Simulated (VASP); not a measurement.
Data:

```
CELL_PARAMETERS angstrom
     -2.08487     2.08487     4.92584
      2.08487    -2.08487     4.92584
      2.08487     2.08487    -4.92584
ATOMIC_POSITIONS crystal
  Ca 0.99957 0.99957 0.00000
  Si 0.40912 0.40912 0.00000
  Si 0.25939 0.75939 0.50000
  Si 0.75939 0.25939 0.50000
  Ir 0.64664 0.64664 0.00000
```

All values below come from PBEsol GGA, VASP's PBE PAW potentials (set 64) (plane waves; VASP). Numerical set-up: 400 eV cut-off, Gaussian smearing of 0.050 eV, potentials Ca_sv Si Ir.

Unless said otherwise, spin-orbit coupling is left out, though it shifts the bands of the heavy elements here.

Question: Predict the band gap (along the path) with the smallest direct gap where there is one.

Answer: 
band gap (along the path): none (metal, semimetal or under 0.01 eV)

The structure comes from a computed database's CaSi3Ir entry (I4mm); how it stands against other phases isn't given here. It was relaxed first. The electron count is odd and the run is not spin-polarised, which forces a metal.
